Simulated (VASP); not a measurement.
Consider the following.

```yaml
crystal:
  lattice:
    - [0.00000, 2.62533, 2.62533]
    - [2.62533, 0.00000, 2.62533]
    - [2.62533, 2.62533, 0.00000]
  atoms:
    - { symbol: Li, position: [0.00000, 0.00000, 0.00000] }
    - { symbol: Cl, position: [0.50000, 0.50000, 0.50000] }
```

Method: RPBE GGA, VASP's PBE PAW potentials (set 64) (plane waves; VASP). Settings: 520 eV cut-off, 8×8×8 Γ-centred mesh, Gaussian smearing of 0.050 eV, potentials Li_sv Cl.

Question: What does the run give for the energy per atom (σ→0), band gap (on the k-mesh) with the smallest direct gap where there is one?

Answer: 
* **band gap (on the k-mesh)**: 6.22 eV
* **smallest direct gap (on the k-mesh)**: 6.22 eV
* **energy per atom (σ→0)**: -3.513 eV/atom

The absolute energy has meaning only against runs of the same code, potentials and settings.

The compound is LiCl in the rock salt structure. It was relaxed first, which changed the volume by +7 %. The start is the result of an earlier pass.
